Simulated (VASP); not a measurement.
Runs of VASP 6.6.1 on Ti. It takes space group P6_3/mmc (No. 194, hexagonal). Conventional cell: a = 2.950 Å, b = 2.950 Å, c = 4.680 Å, α = 90.00°, β = 90.00°, γ = 120.00°. Around Ti (site symmetry -6m2) lie 12 Ti at 2.89 to 2.95 Å. 

```tsv
task	level	potentials or basis	cell	gap on the mesh (eV)	pressure (GPa)	relaxed volume (Å³/atom)
relaxation of shape and atoms at fixed volume	PBEsol	VASP PAW PBE potentials, release 64 (Ti_sv)	atoms relaxed at fixed volume from: a relaxed cell with its volume scaled by 0.96	none	5.2	-
relaxation of shape and atoms at fixed volume	PBEsol	VASP PAW PBE potentials, release 64 (Ti_sv)	atoms relaxed at fixed volume from: a relaxed cell with its volume scaled by 0.94	none	8.1	-
relaxation of shape and atoms at fixed volume	PBEsol	VASP PAW PBE potentials, release 64 (Ti_sv)	atoms relaxed at fixed volume from: a relaxed cell with its volume scaled by 0.98	none	2.5	-
relaxation of cell and atoms	PBE+D3(BJ)	VASP PAW PBE potentials, release 64 (Ti_sv)	relaxed	none	0.0	16.45
relaxation of shape and atoms at fixed volume	PBE+D3(BJ)	VASP PAW PBE potentials, release 64 (Ti_sv)	atoms relaxed at fixed volume	none	0.0	-
relaxation of shape and atoms at fixed volume	PBEsol	VASP PAW PBE potentials, release 64 (Ti_sv)	atoms relaxed at fixed volume from: a relaxed cell with its volume scaled by 1.06	none	-6.2	-
relaxation of shape and atoms at fixed volume	PBE+D3(BJ)	VASP PAW PBE potentials, release 64 (Ti_sv)	atoms relaxed at fixed volume from: a relaxed cell with its volume scaled by 0.98	none	2.5	-
relaxation of cell and atoms	LDA	VASP PAW LDA potentials, release 64 (Ti_sv)	relaxed	none	0.0	(a)
```

Alike in all rows: no spin polarisation; k mesh 15 × 15 × 8; cutoff (eV) 600; smearing methfessel-paxton 0.1 eV.

Task: Estimate the missing entries.

Result: (a) 16.07.

Caveats: the relaxation stopped at its first step, so nothing moved (some runs); the PAW data sets were made with another functional, which shifts forces and pressure a little (some runs); pairwise dispersion overbinds metals, which lowers pressure and volume (some runs).

A gap of «none» marks a metal or a gap under the smearing width.
